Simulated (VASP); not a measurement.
A VASP calculation is set up with these files.

KPOINTS:
```
Automatic mesh
0
Gamma
6 6 3
0 0 0
```

File POSCAR:
```
SnO
1
    3.8043743217     0.0000000000     0.0000000000
   -1.9021871608     3.2946848884     0.0000000000
    0.0000000000     0.0000000000     6.3446121589
Sn O
2 2
Direct
  0.3333330000   0.6666670000   0.0025362961
  0.6666670000   0.3333330000   0.5025362961
  0.3333330000   0.6666670000   0.3724637039
  0.6666670000   0.3333330000   0.8724637039
```

### INCAR
```
SYSTEM = SnO
PREC = Accurate
ENCUT = 520
EDIFF = 1E-6
NELM = 100
ALGO = Normal
LREAL = .FALSE.
LASPH = .TRUE.
ISMEAR = 0
SIGMA = 0.05
GGA = PE
LMAXMIX = 4
LWAVE = .FALSE.
LCHARG = .FALSE.
IBRION = 2
ISIF = 3
NSW = 60
EDIFFG = -0.02
```

POTCAR, in this order: Sn_d O (PBE.64 set). Program: vasp_std.

### Question
Translate this PBE calculation to Quantum ESPRESSO's pw.x.

### Answer
One equivalent input (not run):
```
&CONTROL
  calculation = 'vc-relax'
  pseudo_dir = './pseudo'
  outdir = './out'
  tprnfor = .true.
  tstress = .true.
  nstep = 60
  forc_conv_thr = 0.00078
/
&SYSTEM
  ibrav = 0
  nat = 4
  ntyp = 2
  ecutwfc = 84
  occupations = 'smearing'
  smearing = 'gaussian'
  degauss = 0.003675
  input_dft = 'pbe'
/
&ELECTRONS
  conv_thr = 7.3e-08
  electron_maxstep = 100
/
&IONS
/
&CELL
/
ATOMIC_SPECIES
  Sn 118.710 Sn.upf
  O 15.999 O.upf
CELL_PARAMETERS angstrom
     3.8043743    0.0000000    0.0000000
    -1.9021872    3.2946849    0.0000000
     0.0000000    0.0000000    6.3446122
ATOMIC_POSITIONS crystal
  Sn   0.3333330  0.6666670  0.0025363
  Sn   0.6666670  0.3333330  0.5025363
  O    0.3333330  0.6666670  0.3724637
  O    0.6666670  0.3333330  0.8724637
K_POINTS automatic
  6 6 3 0 0 0
```
The two are equivalent in intent, not identical: the potentials are each code's own (VASP's PAW set, PseudoDojo norm-conserving files in pw.x), so ENCUT and ecutwfc are chosen apart and not converted; conv_thr bounds pw.x's estimated SCF error, while EDIFF bounds the energy change between steps; forc_conv_thr acts on force components and is met together with etot_conv_thr.

The structure was generated: SnO was put into the wurtzite type (P6_3mc), which need not be its known phase. This run relaxes it. Symmetry was kept, so distortions that lower it aren't found. The start is the result of an earlier pass.
